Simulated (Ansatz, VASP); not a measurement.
**Al2GaN3 in two plane-wave programs**

Aim: how closely do two programs agree when they are given the same cell, functional and k mesh? The cell is generated by rule, not measured, and may not be a known phase. The cell is taken from a series of runs on this material, whose earlier steps may have relaxed, scaled, displaced or heated it; both programs get it as it stands.

Calculated with Ansatz 0.2.0; plane waves, with VASP 6.6.1 beside it; single point at PBEsol.

The structure was built from a prototype and need not be the compound's stable phase.

## 1. Set-up

Symmetry: I-4m2, No. 119, tetragonal system. Conventional cell: a = 3.125 Å, b = 3.125 Å, c = 13.260 Å, α = 90.00°, β = 90.00°, γ = 90.00°. Al has 4 N at 1.91 Å nearest. Nearest to Ga lie 4 N at 1.91 Å. N has 4 Al at 1.91 Å nearest. N has 2 Ga at 1.91 Å and 2 Al at 1.91 Å nearest. Farther neighbours and most contacts between anions are not listed.

As a file:

```cif
data_structure
_symmetry_space_group_name_H-M 'P 1'
_symmetry_Int_Tables_number 1
_cell_length_a 3.1254
_cell_length_b 3.1254
_cell_length_c 6.9886
_cell_angle_alpha 102.921
_cell_angle_beta 77.079
_cell_angle_gamma 90.000
_cell_volume 64.76
loop_
_atom_site_label
_atom_site_type_symbol
_atom_site_fract_x
_atom_site_fract_y
_atom_site_fract_z
_atom_site_occupancy
Al1 Al 0.00000 0.00000 0.00000 1
Al2 Al 0.33333 0.66667 0.33333 1
Ga3 Ga 0.66667 0.33333 0.66667 1
N4 N 0.41667 0.08333 0.16667 1
N5 N 0.75000 0.75000 0.50000 1
N6 N 0.08333 0.41667 0.83333 1
```

## 2. Ansatz: single point, PBEsol

Ansatz runs on its default PAW (the set named soft_2) files.

With cell and atoms fixed, the geometry can't cause a difference; cores, projectors, grids and the points listed under the comparison can.

File input.yaml:

```yaml
crystal:
  lattice:
    - [2.21, 2.21, 0.0]
    - [-2.21, 2.21, 0.0]
    - [2.21, 0.0, 6.63]
  atoms:
    - { symbol: Al, position: [0.0, 0.0, 0.0] }
    - { symbol: Al, position: [0.333333, 0.666667, 0.333333] }
    - { symbol: Ga, position: [0.666667, 0.333333, 0.666667] }
    - { symbol: "N", position: [0.416667, 0.083333, 0.166667] }
    - { symbol: "N", position: [0.75, 0.75, 0.5] }
    - { symbol: "N", position: [0.083333, 0.416667, 0.833333] }
kpoints:
  mp_grid: { grid: [6, 6, 6] }
hamiltonian:
  xc: pbesol
scf:
  occupations: { method: gaussian, width: 0.1 }
output:
  forces: true
  stress: true
  eigenvalues: true
```

Launch:

```
ansatz run input.yaml --threads 8 --pin off --max-ram 14336MiB --backend cpu --events-out ev --progress --plain --runs-dir out
```

Numbers of over 12 decimals in the logs are rounded to 6 here.

What it wrote:

```text
Warning: the atoms were moved onto the symmetric positions of the space group found under crystal.symmetry.tolerance 1.0e-5 (fractional; no operation is sought that the atoms, as they stand in a round, miss by more than twice it, and no atom is moved by as much as it), and the run uses the moved positions. Before a round's move an operation carried an atom to 6.25e-6 Å from where it should land, the largest such dist [...]
Engine: ansatz 0.2.0, aarch64-unknown-linux-gnu
Pseudopotentials: kind: paw
Pseudopotential: Al, paw, valence charge 3, recommended cutoff 420 eV (normal), Al.paw.azcp
Pseudopotential: Ga, paw, valence charge 13, recommended cutoff 420 eV (normal), Ga.paw.azcp
Pseudopotential: N, paw, valence charge 5, recommended cutoff 420 eV (normal), N.paw.azcp
Functional definition: PBEsol
  exchange = pbesol_x
  correlation = pbesol_c
Crystal: 6 atoms, lattice volume = 64.763 Å³
Basis set: ecut = 420 eV, 1275 PW (Γ), exchange–correlation on 48×48×96 points (8 copies of the dense FFT grid, shifted against one another)
Bands: 23, of which v1, the nominal top of the filled ones, is band 17 counted from 1 (16 counted from 0)
Symmetry: 8 space group operations
Space group: I-4m2 (ITA 119), of the structure as read, at distance tolerance 4.0e-5 Å
k-points: 30 of 216 (time reversal used)
Non-local potential: Al, projectors of the file, l = 0: 2, l = 1: 2, l = 2: 1
Non-local potential: Ga, projectors of the file, l = 0: 2, l = 1: 2, l = 2: 3, l = 3: 1
Non-local potential: N, projectors of the file, l = 0: 2, l = 1: 2, l = 2: 1
PAW form: soft (Blöchl's): semilocal exchange-correlation on the pseudo side does not see the compensation charge
PAW frozen core: Al, regenerated for the run's functional, and the local potential with it (the file was generated under x = pbe(κ = 0.804, μ = 0.219515), c = pbe(β = 0.066725))
PAW frozen core: Ga, regenerated for the run's functional, and the local potential with it (the file was generated under x = pbe(κ = 0.804, μ = 0.219515), c = pbe(β = 0.066725))
PAW frozen core: N, regenerated for the run's functional, and the local potential with it (the file was generated under x = pbe(κ = 0.804, μ = 0.219515), c = pbe(β = 0.066725))
PAW one-centre angular grid: Al, 110 points (default); XC on 64 Gauss nodes
PAW one-centre angular grid: Ga, 590 points (default); XC on 64 Gauss nodes
PAW one-centre angular grid: N, 110 points (default); XC on 64 Gauss nodes
Initial density: superposition of atomic densities (neutral atoms: chi_scale 0, normalization atom), corrected by the library's trained network
Initial wavefunctions: pseudopotential atomic-orbital guess
Functional: x = pbesol(κ = 0.804, μ = 0.123457), c = pbesol(β = 0.046)
SCF iter   1: F=—  HF=-5934.610444 eV  |F-HF|=—  |Δ(HF+E_count)|=         —  Δρ=1.05e-2  dr2=7.63e-2  ethr=1.77e-3  ⟨swp⟩=5.7  Hψ=3280  notcnv=0
preconditioner: auto → none  [insulator: Δε(μ)=2.972 eV  Ē_g=14.967 eV  σ=0.100 eV  W_gap=1.00  n_scr=12 (ndim 8)  ℏωp=26.9 eV  f_vac=0.000  D(μ)=0.00/eV (n_scr^D=0)  ε∞_Penn≈4.2]
SCF iter   2: F=—  HF=-5934.588885 eV  |F-HF|=—  |Δ(HF+E_count)|=   2.16e-2  Δρ=1.51e-3  dr2=1.89e-3  ethr=2.24e-4  ⟨swp⟩=2.5  Hψ=1337  notcnv=0  defer=14
SCF iter   3: F=—  HF=-5934.588411 eV  |F-HF|=—  |Δ(HF+E_count)|=   4.74e-4  Δρ=5.71e-4  dr2=1.12e-4  ethr=5.57e-6  ⟨swp⟩=2.0  Hψ=907  notcnv=0  defer=4
automatic band count: iteration 3 solves 22 bands in place of 23: the levels show a gap, and the empty bands left out lie too high to hold charge; the band table lists the bands solved (type scf.n_extra_bands for more)
SCF iter   4: F=—  HF=-5934.588402 eV  |F-HF|=—  |Δ(HF+E_count)|=   8.64e-6  Δρ=1.55e-4  dr2=1.34e-5  ethr=3.29e-7  ⟨swp⟩=2.7  Hψ=1215  notcnv=0  defer=4
SCF iter   5: F=—  HF=-5934.588483 eV  |F-HF|=—  |Δ(HF+E_count)|=   8.04e-5  Δρ=3.14e-5  dr2=3.54e-7  ethr=3.94e-8  ⟨swp⟩=2.0  Hψ=1141  notcnv=0  defer=4
SCF iter   6: F=-5934.588483 eV  HF=-5934.588483 eV  |F-HF|=3.35e-9  |Δ(HF+E_count)|=  1.81e-10  Δρ=5.16e-6  dr2=1.17e-8  ethr=2.94e-10  ⟨swp⟩=7.3  Hψ=3010  notcnv=0
SCF 1 converged in 6 iterations: F = -5934.588483 eV  dr2 = 1.17e-8
  greatest PAW one-centre occupation: 0.996 electrons in one spin orbital (limit 2), on the Ga atom at site 2 (counted from 0), in its partial waves of l = 2
SCF converged after 6 iterations
Free energy (F): -5934.588483 eV
Harris-Foulkes:  -5934.588483 eV  (|F-HF|=3.35e-9)
Internal energy: -5934.588483 eV  (E = F + TS)
E sigma→0 (E₀):  -5934.588483 eV
Fermi energy:    9.408883 eV
--- Per-component energies (eV) ---
  E_band       = 10.161665
  E_kinetic    = 563.528394
  E_local      = -3053.513155  (includes V_loc(G=0)·N_el)
  E_nonlocal   = 586.598403
  E_hartree    = 1372.604221
  E_xc         = -328.979310
  E_vxc        = -348.691238  (∫ρ·V_xc dr)
  E_paw        = -3230.998970  (= ΣΔE_a)
  E_vpaw       = -482.971475  (= ΣTr[D̂ρ^β])
  E_aug_tail   = 0.000198  (compensation charges beyond the density's cutoff)
  E_ewald      = -1844.813815
  E_core_change = 0.985552  (= ΣΔE_core)
  E_smearing   = -0.000000  (= −TS)
  E_closure    = 0.000000  (closes the sum)
  Σ components = -5934.588483   (vs F -5934.588483, Δ=0.00e0)
--- Forces (eV/Å), atoms counted from 1 ---
  atom   1  Al     0.00000000    -0.00000000    -0.02063517
  atom   2  Al     0.00000000    -0.00000000     0.02063517
  atom   3  Ga     0.00000000    -0.00000000    -0.00000000
  atom   4  N     -0.00000000     0.00000000     0.00000000
  atom   5  N     -0.00000000    -0.00000000    -1.12031259
  atom   6  N     -0.00000000    -0.00000000     1.12031259
  max |Σ_I F_I| component: 2.89e-16 eV/Å
--- Stress (GPa, compression-positive) ---
        0.112843      -0.000000      -0.000000
       -0.000000       0.112843       0.000000
       -0.000000       0.000000      -0.213307
  P = ⅓ Tr σ = 0.0041 GPa (0.041 kbar)
--- Band table (eV; the first three rows and the last of 30) ---
  k-point 0: bands = [... 13 lower, 6.2589, 7.8069, 7.8600, 7.8600, 11.0038, 12.1954, 12.4743, 16.0663, ... 1 higher]
  k-point 1: bands = [... 13 lower, 6.4476, 7.4908, 7.7906, 7.7906, 11.3432, 11.6642, 13.0090, 15.8335, ... 1 higher]
  k-point 2: bands = [... 13 lower, 6.7446, 6.8164, 7.6128, 7.6128, 11.1996, 12.1044, 13.2629, 15.6083, ... 1 higher]
  k-point 29: bands = [... 13 lower, 5.1892, 5.1947, 5.5401, 5.5631, 11.2103, 12.0744, 13.7258, 15.3804, ... 1 higher]
```

The run ends at a pressure of 0.00 GPa, with forces up to 1.1 eV/Å.

## 3. VASP: single point, PBEsol

The same cell, functional, mesh and smearing now go to VASP, with its own data sets.

Lines of VASP's logs that name or quote its potential files are left out, and so is its time.

File INCAR:

```
SYSTEM = Al2GaN3
PREC = Accurate
ENCUT = 600
EDIFF = 1E-06
NELM = 120
ISMEAR = 0
SIGMA = 0.1
LREAL = .FALSE.
ALGO = Normal
GGA = PS
NBANDS = 23
LORBIT = 11
LWAVE = .FALSE.
LCHARG = .FALSE.
ISIF = 2
LASPH = .TRUE.
GGA_COMPAT = .FALSE.
EFERMI = MIDGAP
KPAR = 2
```

File POSCAR:

```
Al2GaN3
1.0
    2.2100000000      2.2100000000      0.0000000000
   -2.2100000000      2.2100000000      0.0000000000
    2.2100000000      0.0000000000      6.6300000000
Al Ga N
2 1 3
Direct
    0.0000002500      0.9999997500      0.0000005000
    0.3333337500      0.6666662500      0.3333335000
    0.6666670000      0.3333330000      0.6666670000
    0.4166670000      0.0833330000      0.1666670000
    0.7500002500      0.7499997500      0.5000005000
    0.0833337500      0.4166662500      0.8333335000
```

File KPOINTS:

```
Automatic mesh
0
Gamma
6 6 6
0 0 0
```

PAW data sets: Al, Ga_d and N (PBE family, release 64).

Launch:

```
mpirun -np 2 vasp_std
```

What it wrote:

```text
[banner, memory and clock lines left out]
running    2 mpi-ranks, on    1 nodes
 distrk:  each k-point on    1 cores,    2 groups
 distr:  one band on    1 cores,    1 groups

 POSCAR found type information on POSCAR AlGaN
 POSCAR found :  3 types and       6 ions
|                                                                             |
|               ----> ADVICE to this user running VASP <----                  |
|                                                                             |
|     You enforced a specific xc type in the INCAR file but a different       |
|     [... a line on the potential file left out ...]
|     I HOPE YOU KNOW WHAT YOU ARE DOING!                                     |
|                                                                             |

 LDA part: xc-table for (Slater+PW92), standard interpolation
 POSCAR, INCAR and KPOINTS ok, starting setup
 FFT: planning ... GRIDC
 FFT: planning ... GRID_SOFT
 FFT: planning ... GRID
 WAVECAR not read
 entering main loop
       N       E                     dE             d eps       ncg     rms          rms(c)
DAV:   1     0.285479675134E+03    0.28548E+03   -0.16973E+04  1458   0.214E+03
DAV:   2    -0.122830477427E+02   -0.29776E+03   -0.27822E+03  1619   0.534E+02
DAV:   3    -0.492033741296E+02   -0.36920E+02   -0.36540E+02  1667   0.146E+02
DAV:   4    -0.505468973157E+02   -0.13435E+01   -0.13396E+01  1840   0.317E+01
DAV:   5    -0.505813579437E+02   -0.34461E-01   -0.34446E-01  1742   0.455E+00    0.137E+01
DAV:   6    -0.442764746139E+02    0.63049E+01   -0.21596E+01  2177   0.570E+01    0.463E+00
DAV:   7    -0.443405710653E+02   -0.64096E-01   -0.19486E+00  1534   0.114E+01    0.336E+00
DAV:   8    -0.442975854145E+02    0.42986E-01   -0.31883E-01  2038   0.760E+00    0.844E-01
DAV:   9    -0.442762246736E+02    0.21361E-01   -0.82919E-02  2120   0.472E+00    0.378E-01
DAV:  10    -0.442763595821E+02   -0.13491E-03   -0.86187E-03  1770   0.771E-01    0.184E-01
DAV:  11    -0.442765106068E+02   -0.15102E-03   -0.55089E-04  2138   0.268E-01    0.407E-02
DAV:  12    -0.442764934863E+02    0.17120E-04   -0.10319E-04  1759   0.846E-02    0.168E-02
DAV:  13    -0.442764924891E+02    0.99727E-06   -0.29068E-05  2151   0.381E-02    0.104E-02
DAV:  14    -0.442764921904E+02    0.29863E-06   -0.12824E-06  1054   0.160E-02
   1 F= -.44276492E+02 E0= -.44276492E+02  d E =-.146660-106
```

OUTCAR, selected parts (step 3):

```text
ion  position               nearest neighbor table
   1  0.000  1.000  0.000-   4 1.91   4 1.91   6 1.91   6 1.91   2 3.13   2 3.13   2 3.13   2 3.13
                             3 3.13   3 3.13   3 3.13   3 3.13
   2  0.333  0.667  0.333-   4 1.91   4 1.91   5 1.91   5 1.91   1 3.13   1 3.13   1 3.13   1 3.13
                             3 3.13   3 3.13   3 3.13   3 3.13
   3  0.667  0.333  0.667-   5 1.91   5 1.91   6 1.91   6 1.91   2 3.13   2 3.13   2 3.13   1 3.13
                             2 3.13   1 3.13   1 3.13   1 3.13
   4  0.417  0.083  0.167-   1 1.91   2 1.91   1 1.91   2 1.91
   5  0.750  0.750  0.500-   3 1.91   3 1.91   2 1.91   2 1.91
   6  0.083  0.417  0.833-   3 1.91   3 1.91   1 1.91   1 1.91

  LATTYP: Found a body centered tetragonal cell.
 ALAT       =     3.1254119728
 C/A-ratio  =     4.2426406871

 Subroutine GETGRP returns: Found  8 space group operations
 (whereof  4 operations were pure point group operations)

The static configuration has the point symmetry C_2v.
 The point group associated with its full space group is D_2d.

 Found     30 irreducible k-points:

   k-points           NKPTS =     30   k-points in BZ     NKDIM =     30   number of bands    NBANDS=     23

   dimension x,y,z NGX =    28 NGY =   28 NGZ =   56
   dimension x,y,z NGXF=    56 NGYF=   56 NGZF=  112

   ENCUT  =  600.0 eV  44.10 Ry    6.64 a.u.   6.24  6.24 13.96*2*pi/ulx,y,z

   NELECT =      34.0000    total number of electrons

 k-points in reciprocal lattice and weights: Automatic mesh
   0.00000000  0.00000000  0.00000000       0.005
   0.16666667  0.00000000  0.00000000       0.037
   0.33333333  0.00000000 -0.00000000       0.037
   0.50000000  0.00000000 -0.00000000       0.019
   0.16666667  0.16666667  0.00000000       0.019
   0.33333333  0.16666667  0.00000000       0.074
   0.50000000  0.16666667 -0.00000000       0.074
  -0.33333333  0.16666667 -0.00000000       0.074
  -0.16666667  0.16666667  0.00000000       0.037
[...]
-0.16666667  0.16666667  0.33333333       0.019
   0.00000000  0.00000000  0.50000000       0.005

 average (electrostatic) potential at core
       1 -71.9996       2 -71.9996       3 -62.2905       4 -60.6248       5 -60.8396
       6 -60.8396

 E-fermi :   7.2272

 k-point     1 :       0.0000    0.0000    0.0000
  band No.  band energies     occupation
    ...
     13       4.0789      2.00000
     14       4.0789      2.00000
     15       5.6273      2.00000
     16       5.6808      2.00000
     17       5.6808      2.00000
     18       8.8417      0.00000
     19      10.0126      0.00000
     20      10.2954      0.00000
     21      13.8909      0.00000
     22      14.2959      0.00000
    ...

 k-point     2 :       0.1667    0.0000    0.0000
  band No.  band energies     occupation
    ...
     13       3.9361      2.00000
     14       4.2829      2.00000
     15       4.3176      2.00000
     16       5.3165      2.00000
     17       5.6253      2.00000
     18      10.0204      0.00000
     19      10.6392      0.00000
     20      11.3345      0.00000
     21      14.2966      0.00000
     22      15.0026      0.00000
    ...

 k-point     3 :       0.3333    0.0000   -0.0000
  band No.  band energies     occupation
    ...
     13       4.3679      2.00000
     14       4.4143      2.00000
     15       4.5985      2.00000
     16       4.7084      2.00000
     17       5.4105      2.00000
     18      11.5210      0.00000
     19      11.9774      0.00000
     20      12.3601      0.00000
     21      14.0231      0.00000
     22      14.6053      0.00000
    ...

  Total       -0.0791070     -0.0791070     -0.2144494      0.0000000      0.0000000      0.0000000
  in kB       -1.9570294     -1.9570294     -5.3052681      0.0000000      0.0000000      0.0000000
  external PRESSURE =      -3.0731090 kB  Pullay stress =       0.0000000 kB

  energy-cutoff  :      600.00
  volume of cell :       64.76
      direct lattice vectors                 reciprocal lattice vectors
     2.210000000  2.210000000  0.000000000     0.226244344  0.226244344 -0.075414781
    -2.210000000  2.210000000  0.000000000    -0.226244344  0.226244344  0.075414781
     2.210000000  0.000000000  6.630000000     0.000000000  0.000000000  0.150829563

 POSITION                                       TOTAL-FORCE (eV/Angst)
 -----------------------------------------------------------------------------------
     -2.21000      2.21000      0.00000         0.000000     -0.000000     -0.018416
      0.00000      2.21000      2.21000         0.000000     -0.000000      0.018416
      2.21000      2.21000      4.42000         0.000000     -0.000000     -0.000000
      1.10500      1.10500      1.10500         0.000000     -0.000000      0.000000
      1.10500      3.31500      3.31500        -0.000000      0.000000     -1.106854
      1.10500      1.10500      5.52500         0.000000      0.000000      1.106854
 -----------------------------------------------------------------------------------
    total drift:                               -0.004086      0.000090     -0.000533

  FREE ENERGIE OF THE ION-ELECTRON SYSTEM (eV)
  ---------------------------------------------------
  free  energy   TOTEN  =       -44.2764921904 eV

  energy  without entropy=      -44.2764921904  energy(sigma->0) =      -44.27649219

 total charge
# of ion       s       p       d       tot
------------------------------------------
    1        0.368   0.430   0.000   0.798
    2        0.368   0.430   0.000   0.798
    3        0.796   0.976  10.218  11.990
    4        1.213   2.589   0.000   3.802
    5        1.213   2.567   0.000   3.780
    6        1.213   2.567   0.000   3.780
--------------------------------------------------
tot          5.170   9.560  10.218  24.948

[... 3 further parts left out ...]
```

The run ends at a pressure of -0.31 GPa, with forces up to 1.1 eV/Å.

## 4. Side by side

Known differences besides the potentials themselves: the cutoff is 420 eV in Ansatz and 600 eV in VASP; Ansatz makes its cores anew for this functional, VASP keeps those of its PBE data sets. Total energies have different zeros and are not compared.

Both answers:

| quantity | Ansatz | VASP | difference |
| --- | --- | --- | --- |
| pressure (GPa) | 0.00 | -0.31 | +0.31 |
| gap on the k mesh (eV) | 3.098 | 3.093 | +0.005 |

Forces (eV/Å; atoms numbered as in POSCAR):

| atom | Ansatz x, y, z | VASP x, y, z |
| --- | --- | --- |
| Al1 | 0.000, 0.000, -0.021 | 0.000, 0.000, -0.018 |
| Al2 | 0.000, 0.000, 0.021 | 0.000, 0.000, 0.018 |
| Ga3 | 0.000, 0.000, 0.000 | 0.000, 0.000, 0.000 |
| N4 | 0.000, 0.000, 0.000 | 0.000, 0.000, 0.000 |
| N5 | 0.000, 0.000, -1.120 | 0.000, 0.000, -1.107 |
| N6 | 0.000, 0.000, 1.120 | 0.000, 0.000, 1.107 |

The forces differ by 4.5 meV/Å r.m.s., which is 1.2 % of the r.m.s. force of 0.369 eV/Å (both taken over all components). A gap on the mesh is an upper bound, since the band edges may lie between its points.

## 5. Summary of results

```
r.m.s. force difference (single point, PBEsol) : 1.2 % of the r.m.s. force
```

**Reading.** The r.m.s. force difference is 1.2 % of the r.m.s. force (single point, PBEsol), within the 3 % picked in this series as the mark of a large difference. How closely two codes agree says nothing of how well the functional describes the real material.

[Lines on the potential files, build, host, timing and source positions are cut from VASP's logs without a mark.]

[Logs are printed without paths, hosts, clocks, repeated set-up lines and the standing remarks that a program may print on its own settings, such as how far it seeks lower states.]

[Hosts, paths, dates, database ids (printed as entryN), source tags and the programs' standing remarks are cut or masked in the printed files.]
